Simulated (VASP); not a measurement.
OSZICAR of a VASP run on Mg (hcp):

### OSZICAR
```
       N       E                     dE             d eps       ncg     rms          rms(c)
DAV:   1    -0.398481734373E+00   -0.39848E+00   -0.12444E+03  1008   0.467E+02
DAV:   2    -0.343363901911E+01   -0.30352E+01   -0.28072E+01  1326   0.282E+01
DAV:   3    -0.345675204191E+01   -0.23113E-01   -0.22107E-01  1434   0.333E+00
DAV:   4    -0.345684807842E+01   -0.96037E-04   -0.95747E-04  1380   0.156E-01
DAV:   5    -0.345684862699E+01   -0.54856E-06   -0.54841E-06  1380   0.953E-03    0.961E-01
DAV:   6    -0.344632741532E+01    0.10521E-01   -0.54835E-04  1320   0.228E-01    0.612E-01
DAV:   7    -0.343682012223E+01    0.95073E-02   -0.22936E-03  1128   0.412E-01    0.312E-02
DAV:   8    -0.343682470691E+01   -0.45847E-05   -0.13801E-05  1608   0.337E-02    0.636E-03
DAV:   9    -0.343682430862E+01    0.39830E-06   -0.95139E-07  1254   0.618E-03    0.583E-04
DAV:  10    -0.343682418273E+01    0.12588E-06   -0.29557E-09   930   0.464E-04    0.104E-04
DAV:  11    -0.343682418016E+01    0.25724E-08   -0.25870E-10   714   0.148E-04
   1 F= -.34368242E+01 E0= -.34361026E+01  d E =-.343682E+01
       N       E                     dE             d eps       ncg     rms          rms(c)
DAV:   1    -0.343751871586E+01   -0.69453E-03   -0.19343E-03  1404   0.242E-01    0.139E-02
DAV:   2    -0.343751610958E+01    0.26063E-05   -0.10824E-05  1176   0.247E-02    0.863E-03
DAV:   3    -0.343751381739E+01    0.22922E-05   -0.28219E-06  1266   0.718E-03    0.171E-04
DAV:   4    -0.343751382898E+01   -0.11595E-07   -0.39465E-08   810   0.161E-03
   2 F= -.34375138E+01 E0= -.34368768E+01  d E =-.689649E-03
       N       E                     dE             d eps       ncg     rms          rms(c)
DAV:   1    -0.343794197262E+01   -0.42816E-03   -0.49544E-03  1380   0.386E-01    0.232E-02
DAV:   2    -0.343793438148E+01    0.75911E-05   -0.28234E-05  1134   0.397E-02    0.144E-02
DAV:   3    -0.343792811251E+01    0.62690E-05   -0.78886E-06  1260   0.119E-02    0.260E-04
DAV:   4    -0.343792813252E+01   -0.20008E-07   -0.11109E-07  1002   0.267E-03
   3 F= -.34379281E+01 E0= -.34375398E+01  d E =-.110395E-02
```

### Question
Which electronic solver shows in the log?

### Answer
It is blocked Davidson (ALGO = Normal, or the opening steps of other solvers). The INCAR had ALGO = Normal.

### Question
Can the final energy be trusted as converged?

### Answer
The run converged. It stopped with EDIFF = 1E-7, NELM = 100, NSW = 30 and EDIFFG = -0.01 after 3 ionic steps (PBEsol GGA, plane waves, VASP's PBE PAW potentials (set 64)).

The compound is Mg in the hcp structure. This run relaxes it. Symmetry was kept, so distortions that lower it aren't found.
